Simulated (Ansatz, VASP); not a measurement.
## Cross-check of Os (Osmium) between VASP and Ansatz

Wanted: the spread between two codes on one cell, functional and k mesh. The cell is taken from a series of runs on this material, whose earlier steps may have relaxed, scaled, displaced or heated it; both programs get it as it stands.

Method: plane waves, with VASP 6.6.1 beside it; zone-centre phonons at PBEsol, in Ansatz 0.2.0.

## 1. The structure

Symmetry: P6_3/mmc, No. 194, hexagonal system. The conventional cell has a = 2.742 Å, b = 2.742 Å, c = 4.225 Å, α = 90.00°, β = 90.00°, γ = 120.00°. Nearest to Os lie 12 Os at 2.64 to 2.74 Å.

## 2. VASP: zone-centre phonons, PBEsol

Second derivatives magnify differences that forces hide, and they need a tight electronic threshold.

Lines of VASP's logs that name or quote its potential files are left out, and so is its time.

INCAR reads:

```
SYSTEM = Os
PREC = Accurate
ENCUT = 600
EDIFF = 1E-08
NELM = 120
ISMEAR = 1
SIGMA = 0.2
LREAL = .FALSE.
ALGO = Normal
GGA = PS
NBANDS = 14
LASPH = .TRUE.
LORBIT = 11
LWAVE = .FALSE.
LCHARG = .FALSE.
ISIF = 2
IBRION = 8
GGA_COMPAT = .FALSE.
KPAR = 2
```

POSCAR reads:

```
Os
1.0
    2.7420211762      0.0000000000      0.0000000000
   -1.3710105881      2.3746599963      0.0000000000
    0.0000000000      0.0000000000      4.2249438768
Os
2
Direct
    0.3333333336      0.6666666664      0.2500000000
    0.6666666664      0.3333333336      0.7500000000
```

KPOINTS reads:

```
Automatic mesh
0
Gamma
18 18 12
0 0 0
```

PAW data sets: Os (PBE family, release 64).

The run is started by

```bash
mpirun -np 2 vasp_std
```

Numbers of over 12 decimals in the logs are rounded to 6 here.

What it wrote:

```text
[banner, memory and clock lines left out]
running    2 mpi-ranks, on    1 nodes
 distrk:  each k-point on    1 cores,    2 groups
 distr:  one band on    1 cores,    1 groups

 POSCAR found type information on POSCAR Os
 POSCAR found :  1 types and       2 ions
|                                                                             |
|               ----> ADVICE to this user running VASP <----                  |
|                                                                             |
|     You enforced a specific xc type in the INCAR file but a different       |
|     [... a line on the potential file left out ...]
|     I HOPE YOU KNOW WHAT YOU ARE DOING!                                     |
|                                                                             |

 LDA part: xc-table for (Slater+PW92), standard interpolation
 POSCAR, INCAR and KPOINTS ok, starting setup
 FFT: planning ... GRIDC
 FFT: planning ... GRID_SOFT
 FFT: planning ... GRID
 WAVECAR not read
 entering main loop
       N       E                     dE             d eps       ncg     rms          rms(c)
DAV:   1     0.116766420781E+03    0.11677E+03   -0.81864E+03  7252   0.123E+03
DAV:   2    -0.195079506563E+02   -0.13627E+03   -0.12011E+03  7354   0.369E+02
DAV:   3    -0.259041827477E+02   -0.63962E+01   -0.60390E+01  9518   0.694E+01
DAV:   4    -0.259790564288E+02   -0.74874E-01   -0.74549E-01  7942   0.778E+00
DAV:   5    -0.259794999708E+02   -0.44354E-03   -0.44350E-03  9310   0.535E-01    0.251E+01
DAV:   6    -0.248144804902E+02    0.11650E+01   -0.10525E+00  9028   0.900E+00    0.114E+01
DAV:   7    -0.244675992719E+02    0.34688E+00   -0.72427E-01  9188   0.737E+00    0.568E-01
DAV:   8    -0.244613171943E+02    0.62821E-02   -0.69908E-03  7366   0.670E-01    0.375E-01
DAV:   9    -0.244582445486E+02    0.30726E-02   -0.18988E-03  8584   0.477E-01    0.547E-02
DAV:  10    -0.244582616152E+02   -0.17067E-04   -0.72689E-05  9262   0.794E-02    0.106E-02
DAV:  11    -0.244582424687E+02    0.19147E-04   -0.44028E-06  8026   0.224E-02    0.158E-03
DAV:  12    -0.244582416439E+02    0.82485E-06   -0.14578E-07  9052   0.411E-03    0.792E-04
DAV:  13    -0.244582415320E+02    0.11183E-06   -0.33150E-09  5606   0.567E-04    0.334E-04
DAV:  14    -0.244582414951E+02    0.36885E-07   -0.39077E-10  4262   0.183E-04    0.137E-04
DAV:  15    -0.244582414774E+02    0.17714E-07   -0.13314E-10  3968   0.137E-04    0.110E-04
DAV:  16    -0.244582414691E+02    0.83467E-08   -0.20382E-11  3956   0.511E-05
   1 F= -.24458241E+02 E0= -.24458225E+02  d E =-.480888E-04
 Linear response reoptimize wavefunctions to high precision
DAV:   1    -0.244582414694E+02   -0.35129E-09   -0.41869E-12  4052   0.230E-05
DAV:   2    -0.244582414694E+02   -0.29559E-11   -0.66189E-13  3896   0.932E-06
 Linear response DOF=           2
 Linear response progress:
  Degree of freedom:   1/  2
       N       E                     dE             d eps       ncg     rms          rms(c)
RMM:   1    -0.193453445981E+00   -0.19345E+00   -0.11310E-01 54059   0.255E+00
RMM:   2    -0.189469093452E+00    0.39844E-02   -0.17125E-03 41912   0.565E-01    0.150E-01
RMM:   3    -0.188271708066E+00    0.11974E-02   -0.53175E-04 50013   0.163E-01    0.857E-02
RMM:   4    -0.187544071333E+00    0.72764E-03   -0.79907E-04 50495   0.189E-01    0.111E-02
RMM:   5    -0.187603308535E+00   -0.59237E-04   -0.20217E-05 51539   0.318E-02    0.538E-03
RMM:   6    -0.187578555872E+00    0.24753E-04   -0.25236E-06 51890   0.102E-02    0.136E-03
RMM:   7    -0.187576196348E+00    0.23595E-05   -0.90441E-08 53195   0.152E-03    0.924E-04
RMM:   8    -0.187572910839E+00    0.32855E-05   -0.12613E-07 51565   0.151E-03    0.100E-04
RMM:   9    -0.187572270980E+00    0.63986E-06   -0.42637E-08 53613   0.229E-04    0.288E-05
RMM:  10    -0.187572088500E+00    0.18248E-06    0.35729E-08 50134   0.356E-05    0.541E-06
RMM:  11    -0.187572052061E+00    0.36439E-07   -0.63447E-09 54188   0.129E-05    0.215E-06
RMM:  12    -0.187572064282E+00   -0.12221E-07   -0.99638E-10 51719   0.648E-06    0.424E-07
RMM:  13    -0.187572066247E+00   -0.19645E-08   -0.14854E-09 27368   0.265E-06    0.111E-07
 first order change of Fermi-energy  -0.12123E-04
 force on displaced ion       1 direction 1 : -10.871   0.001   0.000
 Linear response progress:
  Degree of freedom:   2/  2
       N       E                     dE             d eps       ncg     rms          rms(c)
RMM:   1    -0.245374009637E+00   -0.24537E+00   -0.14138E-01 19304   0.269E+00
RMM:   2    -0.236574504588E+00    0.87995E-02   -0.59082E-03 14115   0.780E-01    0.182E-01
RMM:   3    -0.235974916174E+00    0.59959E-03   -0.92231E-04 17694   0.171E-01    0.103E-01
RMM:   4    -0.236011580570E+00   -0.36664E-04   -0.37893E-04 17702   0.148E-01    0.117E-02
RMM:   5    -0.236067989190E+00   -0.56409E-04    0.47132E-05 18294   0.183E-02    0.536E-03
RMM:   6    -0.236078230030E+00   -0.10241E-04    0.94351E-06 16912   0.391E-03    0.387E-03
RMM:   7    -0.236087694575E+00   -0.94645E-05    0.68508E-06 17674   0.457E-03    0.457E-04
RMM:   8    -0.236084920779E+00    0.27738E-05   -0.82852E-07 18268   0.115E-03    0.163E-04
RMM:   9    -0.236083165547E+00    0.17552E-05   -0.23762E-07 18116   0.406E-04    0.750E-05
RMM:  10    -0.236083039636E+00    0.12591E-06    0.42276E-07 17238   0.215E-04    0.473E-06
RMM:  11    -0.236083102996E+00   -0.63360E-07   -0.96028E-08 18656   0.477E-05    0.288E-06
RMM:  12    -0.236083099267E+00    0.37296E-08   -0.14817E-08 17780   0.127E-05    0.623E-07
 first order change of Fermi-energy   0.11826E-03
 force on displaced ion       1 direction 3 :   0.000   0.000 -21.504
 Linear response finished
```

Parts of OUTCAR (step 2):

```text
ion  position               nearest neighbor table
   1  0.333  0.667  0.250-   2 2.64   2 2.64   2 2.64   2 2.64   2 2.64   2 2.64
   2  0.667  0.333  0.750-   1 2.64   1 2.64   1 2.64   1 2.64   1 2.64   1 2.64

  LATTYP: Found a hexagonal cell.
 ALAT       =     2.7420211762
 C/A-ratio  =     1.5408137302

 Subroutine GETGRP returns: Found 24 space group operations
 (whereof 12 operations were pure point group operations)

The static configuration has the point symmetry D_3d.
 The point group associated with its full space group is D_6h.

 Found    259 irreducible k-points:

   k-points           NKPTS =    259   k-points in BZ     NKDIM =    259   number of bands    NBANDS=     14

   dimension x,y,z NGX =    24 NGY =   24 NGZ =   36
   dimension x,y,z NGXF=    48 NGYF=   48 NGZF=   72

   ENCUT  =  600.0 eV  44.10 Ry    6.64 a.u.   5.48  5.48  8.44*2*pi/ulx,y,z

   NELECT =      16.0000    total number of electrons

 k-points in reciprocal lattice and weights: Automatic mesh
   0.00000000  0.00000000  0.00000000       0.000
   0.05555556  0.00000000  0.00000000       0.002
   0.11111111  0.00000000  0.00000000       0.002
   0.16666667  0.00000000  0.00000000       0.002
   0.22222222  0.00000000  0.00000000       0.002
   0.27777778  0.00000000  0.00000000       0.002
   0.33333333 -0.00000000  0.00000000       0.002
   0.38888889  0.00000000  0.00000000       0.002
   0.44444444  0.00000000  0.00000000       0.002
[...]
0.33333333  0.27777778  0.50000000       0.003
   0.33333333  0.33333333  0.50000000       0.001

 average (electrostatic) potential at core
       1 -42.8448       2 -42.8448

  Total        0.1308730      0.1308730      2.7922894     -0.0000000      0.0000000     -0.0000000
  in kB        7.6219746      7.6219746    162.6214506     -0.0000000      0.0000000     -0.0000000
  external PRESSURE =      59.2884666 kB  Pullay stress =       0.0000000 kB

  energy-cutoff  :      600.00
  volume of cell :       27.51
      direct lattice vectors                 reciprocal lattice vectors
     2.742021176  0.000000000  0.000000000     0.364694485  0.210556459  0.000000000
    -1.371010588  2.374659996  0.000000000     0.000000000  0.421112918  0.000000000
     0.000000000  0.000000000  4.224943877     0.000000000  0.000000000  0.236689535

 POSITION                                       TOTAL-FORCE (eV/Angst)
 -----------------------------------------------------------------------------------
      0.00000      1.58311      1.05624         0.000000      0.000000      0.000000
      1.37101      0.79155      3.16871        -0.000000     -0.000000      0.000000
 -----------------------------------------------------------------------------------
    total drift:                               -0.000000      0.000000     -0.000000

 Eigenvectors and eigenvalues of the dynamical matrix
 ----------------------------------------------------

   1 f  =    7.434042 THz    46.709464 2PiTHz  247.972954 cm-1    30.744714 meV
             X         Y         Z           dx          dy          dz
      0.000000  1.583107  1.056236     0.000000    0.000000   -0.707107
      1.371011  0.791553  3.168708     0.000000    0.000000    0.707107

   2 f  =    5.285710 THz    33.211096 2PiTHz  176.312310 cm-1    21.859931 meV
             X         Y         Z           dx          dy          dz
      0.000000  1.583107  1.056236    -0.707107   -0.000006   -0.000000
      1.371011  0.791553  3.168708     0.707107    0.000006    0.000000

   3 f  =    5.285710 THz    33.211096 2PiTHz  176.312310 cm-1    21.859931 meV
             X         Y         Z           dx          dy          dz
      0.000000  1.583107  1.056236     0.000006   -0.707107   -0.000000
      1.371011  0.791553  3.168708    -0.000006    0.707107    0.000000

   4 f  =    0.000000 THz     0.000000 2PiTHz    0.000003 cm-1     0.000000 meV
             X         Y         Z           dx          dy          dz
      0.000000  1.583107  1.056236    -0.215334    0.673522    0.000000
      1.371011  0.791553  3.168708    -0.215334    0.673522    0.000000

   5 f  =    0.000000 THz     0.000000 2PiTHz    0.000002 cm-1     0.000000 meV
             X         Y         Z           dx          dy          dz
      0.000000  1.583107  1.056236    -0.673522   -0.215334   -0.000000
      1.371011  0.791553  3.168708    -0.673522   -0.215334    0.000000

   6 f  =    0.000000 THz     0.000000 2PiTHz    0.000000 cm-1     0.000000 meV
             X         Y         Z           dx          dy          dz
      0.000000  1.583107  1.056236     0.000000   -0.000000    0.707107
      1.371011  0.791553  3.168708     0.000000    0.000000    0.707107

 ELASTIC MODULI CONTR FROM IONIC RELAXATION (kBar)
 Direction    XX          YY          ZZ          XY          YZ          ZX
 --------------------------------------------------------------------------------
 XX         -40.1100     40.1100     -0.0000     -0.0000      0.0000      0.0000
 YY          40.1100    -40.1100      0.0000      0.0000      0.0000      0.0000
 ZZ          -0.0000      0.0000     -0.0000     -0.0000      0.0000      0.0000
 XY          -0.0000      0.0000     -0.0000    -40.1100      0.0000      0.0000
 YZ           0.0000      0.0000      0.0000      0.0000      0.0000      0.0000
 ZX           0.0000      0.0000      0.0000      0.0000      0.0000      0.0000
 --------------------------------------------------------------------------------
```

## 3. Ansatz: zone-centre phonons, PBEsol

Ansatz runs on its PAW soft_1 files.

The same cell, functional, mesh and smearing now go to Ansatz, which takes its cutoff from its data sets.

input.yaml reads:

```yaml
crystal:
  lattice:
    - [2.7420211762, 0.0, 0.0]
    - [-1.3710105881, 2.3746599963, 0.0]
    - [0.0, 0.0, 4.2249438768]
  atoms:
    - { symbol: Os, position: [0.3333333336, 0.6666666664, 0.25] }
    - { symbol: Os, position: [0.6666666664, 0.3333333336, 0.75] }
kpoints:
  mp_grid: { grid: [18, 18, 12] }
hamiltonian:
  xc: pbesol
  pseudopotentials: { kind: paw, azcp: { folder: soft_1 }, xc_functional: pbe }
scf:
  occupations: { method: methfessel_paxton, width: 0.2 }
output:
  eigenvalues: true
phonons:
  method: dfpt
```

The run is started by

```bash
ansatz run input.yaml --threads 4 --pin off --max-ram 10240MiB --backend cpu --events-out ev --progress --plain --runs-dir out
```

What it wrote:

```text
zone centre: on kpoints.mp_grid the ground state, and the responses unless they are solved on pairs of k-points, stand on 637 of the mesh's 3888 k-points, reduced under 4 symmetry operations, with k and −k counted as one. Each operation leaves every solved displacement unchanged or reverses it
Engine: ansatz 0.2.0, aarch64-unknown-linux-gnu
Pseudopotentials: kind: paw
Pseudopotential: Os, paw, valence charge 16, recommended cutoff 420 eV (normal), soft_1/Os.paw.azcp
Functional definition: PBEsol
  exchange = pbesol_x
  correlation = pbesol_c
Crystal: 2 atoms, lattice volume = 27.510 Å³
Basis set: ecut = 420 eV, 537 PW (Γ), exchange–correlation on 40×40×60 points (8 copies of the dense FFT grid, shifted against one another)
Bands: 20, of which v1, the nominal top of the filled ones, is band 16 counted from 1 (15 counted from 0)
Symmetry: 24 space group operations
k-points: 637 of 3888 (irreducible under 4 space group operations, time reversal used)
Non-local potential: Os, projectors of the file, l = 0: 3, l = 1: 2, l = 2: 2, l = 3: 1
PAW form: soft (Blöchl's): semilocal exchange-correlation on the pseudo side does not see the compensation charge
PAW frozen core: Os, regenerated for the run's functional, and the local potential with it (the file was generated under x = pbe(κ = 0.804, μ = 0.219515), c = pbe(β = 0.066725))
PAW one-centre angular grid: Os, 590 points (default); XC on 64 Gauss nodes
Initial density: superposition of atomic densities (chi_scale 0.1, normalization cell)
Initial wavefunctions: pseudopotential atomic-orbital guess
Functional: x = pbesol(κ = 0.804, μ = 0.123457), c = pbesol(β = 0.046)
SCF iter   1: F=—  HF=-22504.983003 eV  |F-HF|=—  |Δ(HF+E_count)|=         —  Δρ=6.39e-2  dr2=9.35e-1  ethr=3.10e-3  ⟨swp⟩=5.0  Hψ=115654  notcnv=0  defer=59
automatic band count: the SCF goes on with 24 bands, as 20 were too few: they end inside the smearing window of the response
preconditioner: auto → none  [metal: Δε(μ)=0.021 eV  Ē_g=12.297 eV  σ=0.200 eV  W_gap=0.09  n_scr=8 (ndim 8)  ℏωp=28.3 eV  f_vac=0.000  D(μ)=1.24/eV (n_scr^D=8)  sad-step TF]
SCF iter   2: F=—  HF=-22504.742065 eV  |F-HF|=—  |Δ(HF+E_count)|=   2.41e-1  S|Δr|=    0.00e0  Δρ=3.77e-2  dr2=3.17e-1  ethr=2.92e-3  ⟨swp⟩=2.0  Hψ=23051  notcnv=0  defer=706
SCF iter   3: F=—  HF=-22504.629748 eV  |F-HF|=—  |Δ(HF+E_count)|=   1.12e-1  S|Δr|=    0.00e0  Δρ=1.64e-3  dr2=3.05e-4  ethr=9.90e-4  ⟨swp⟩=2.0  Hψ=21704  notcnv=0  defer=706
SCF iter   4: F=—  HF=-22504.629513 eV  |F-HF|=—  |Δ(HF+E_count)|=   2.34e-4  S|Δr|=    0.00e0  Δρ=1.95e-4  dr2=5.11e-6  ethr=9.53e-7  ⟨swp⟩=2.2  Hψ=23810  notcnv=0  defer=899
SCF iter   5: F=—  HF=-22504.629513 eV  |F-HF|=—  |Δ(HF+E_count)|=  9.09e-10  S|Δr|=    0.00e0  Δρ=4.54e-5  dr2=3.34e-7  ethr=1.60e-8  ⟨swp⟩=2.8  Hψ=24274  notcnv=0  defer=899
SCF iter   6: F=—  HF=-22504.629518 eV  |F-HF|=—  |Δ(HF+E_count)|=   4.86e-6  S|Δr|=    0.00e0  Δρ=1.68e-5  dr2=5.80e-8  ethr=1.05e-9  ⟨swp⟩=2.1  Hψ=22245  notcnv=0  defer=1031
SCF iter   7: F=—  HF=-22504.629518 eV  |F-HF|=—  |Δ(HF+E_count)|=   1.93e-8  S|Δr|=    0.00e0  Δρ=4.69e-6  dr2=4.55e-9  ethr=1.81e-10  ⟨swp⟩=2.5  Hψ=21215  notcnv=0  defer=1031
SCF iter   8: F=—  HF=-22504.629518 eV  |F-HF|=—  |Δ(HF+E_count)|=   1.79e-9  S|Δr|=    0.00e0  Δρ=5.24e-7  dr2=5.35e-11  ethr=1.42e-11  ⟨swp⟩=2.9  Hψ=22574  notcnv=0  defer=1031
SCF iter   9: F=-22504.629518 eV  HF=-22504.629518 eV  |F-HF|=0.00e0  |Δ(HF+E_count)|=  1.82e-11  S|Δr|=    0.00e0  Δρ=3.38e-8  dr2=1.91e-13  ethr=1.00e-12  ⟨swp⟩=10.0  Hψ=70313  notcnv=0
SCF 1 converged in 9 iterations: F = -22504.629518 eV  dr2 = 1.91e-13
  greatest PAW one-centre occupation: 1.000 electrons in one spin orbital (limit 2), on the Os atom at site 1 (counted from 0), in its partial waves of l = 0
DFPT response loops at Γ: preconditioner auto → Kerker (q_TF=auto, 2.798 Å⁻¹) (partly filled bands, converged f_vac=0.000); β = 1.00, the filter's whole step (`scf.mixing.beta` (0.50) is not read by the response loops under this deck's `scf.mixing.preconditioner`; to damp them name `kerker` or `kerker_dos`, under which they read `scf.mixing.beta`, and type it under 1.00, their step now; both keys bind the ground state too); Broyden in place of MSR1
SCF converged after 9 iterations
Stability not checked: this state was not tested for a lower state beside it, because cold or Methfessel-Paxton smearing, or corrected tetrahedra, fill the levels in a way that the test cannot read (fill_not_monotonic; see scf.lower_state_search)
Free energy (F): -22504.629518 eV
Harris-Foulkes:  -22504.629518 eV  (|F-HF|=0.00e0)
Internal energy: -22504.629451 eV  (E = F + TS)
E sigma→0 (E₀):  -22504.629501 eV
Entropy (-TS):   -0.000067 eV (-0.034 meV/atom)
Fermi energy:    26.372050 eV
Step filling:    the computed levels leave a gap of 0.0159 eV = 0.1 smearing widths at the electron count; against every level under it full and every level over it empty, smearing changes F+E_penalty+E_count by +0.478 meV and its σ→0 estimate by +0.495 meV
--- Per-component energies (eV) ---
  E_band       = -120.608550
  E_kinetic    = 986.450745
  E_local      = -1797.044849  (includes V_loc(G=0)·N_el)
  E_nonlocal   = 398.380605
  E_hartree    = 644.611905
  E_xc         = -466.263742
  E_vxc        = -493.380057  (∫ρ·V_xc dr)
  E_paw        = -17829.826596  (= ΣΔE_a)
  E_vpaw       = -504.239680  (= ΣTr[D̂ρ^β])
  E_aug_tail   = 0.000893  (compensation charges beyond the density's cutoff)
  E_ewald      = -4441.434407
  E_core_change = 0.495995  (= ΣΔE_core)
  E_smearing   = -0.000067  (= −TS)
  E_closure    = -0.000000  (closes the sum)
  Σ components = -22504.629518   (vs F -22504.629518, Δ=0.00e0)
--- Band table (eV; the first three rows and the last of 637) ---
  k-point 0: bands = [... 12 lower, 23.7771, 24.1192, 24.1192, 24.5231, 24.5231, 26.6677, 28.0925, 28.0925, ... 4 higher]
  k-point 1: bands = [... 12 lower, 23.7175, 24.0480, 24.0480, 24.6916, 24.6916, 26.3528, 28.1185, 28.1185, ... 4 higher]
  k-point 2: bands = [... 12 lower, 23.5501, 23.8579, 23.8579, 25.1026, 25.1026, 25.5696, 28.1646, 28.1646, ... 4 higher]
  k-point 636: bands = [... 12 lower, 22.8479, 22.8479, 24.6649, 24.6649, 28.6723, 28.6723, 31.2443, 31.2443, ... 4 higher]
--- Phonons (Γ-DFPT): 2 representative perturbations + reference, on 637 of 3888 k-points (Σ response iterations 4) ---
  k mesh reduced under 4 symmetry operations, with k and −k counted as one. Each operation leaves every solved displacement unchanged or reverses it
  ASR residual: 1.041e-5 → 0.000e0 eV/Å²; symmetrization residual: 5.187e-13 eV/Å²
  ASR residual per site (eV/Å²): 1.04e-5 1.04e-5
  Γ frequencies (cm⁻¹): 0.00 0.00 0.00 176.70 176.70 248.09
  non-analytic LO–TO correction: not included (Born effective charges unavailable; polar crystals: no LO–TO splitting at Γ)
```

Reading the cycles: dr2 is the Hartree energy of the density residual (eV), the measure of convergence; HF is the Harris–Foulkes estimate of the energy, which meets the free energy F at convergence.

## 4. Side by side

Known differences besides the potentials themselves: the data sets hold 32 valence electrons in Ansatz (on its PAW soft_1 files) and 16 in VASP; the cutoff is 420 eV in Ansatz and 600 eV in VASP; Ansatz makes its cores anew for this functional, VASP keeps those of its PBE data sets. Total energies have different zeros and are not compared.

The two programs side by side:

```tsv
quantity	Ansatz	VASP	difference
optical mode 1 to 2 (cm⁻¹)	176.7	176.3	+0.22 %
optical mode 3 (cm⁻¹)	248.1	248.0	+0.05 %
```

Modes are paired by rising frequency, not by their patterns, so a pair may set unlike modes beside each other; they are those without the splitting of longitudinal modes.

## 5. Outcome

| Property | Result |
| --- | --- |
| r.m.s. difference of the optical zone-centre modes, each program's sorted by frequency (zone-centre phonons, PBEsol) | 0.32 cm⁻¹ |

**Reading.** The r.m.s. difference of the optical zone-centre modes, each program's sorted by frequency is 0.32 cm⁻¹ (zone-centre phonons, PBEsol). The data sets hold unlike numbers of valence electrons (32 in Ansatz and 16 in VASP), so part of the differences comes from the potentials. Such differences can come from data sets, numerical settings and the points named under the comparisons, not from the functional's error against experiment.

[Lines on the potential files, build, host, timing and source positions are cut from VASP's logs without a mark.]

[Logs are printed without paths, hosts, clocks, repeated set-up lines and the standing remarks that a program may print on its own settings, such as how far it seeks lower states.]

[Hosts, paths, dates, database ids (printed as entryN), source tags and the programs' standing remarks are cut or masked in the printed files.]
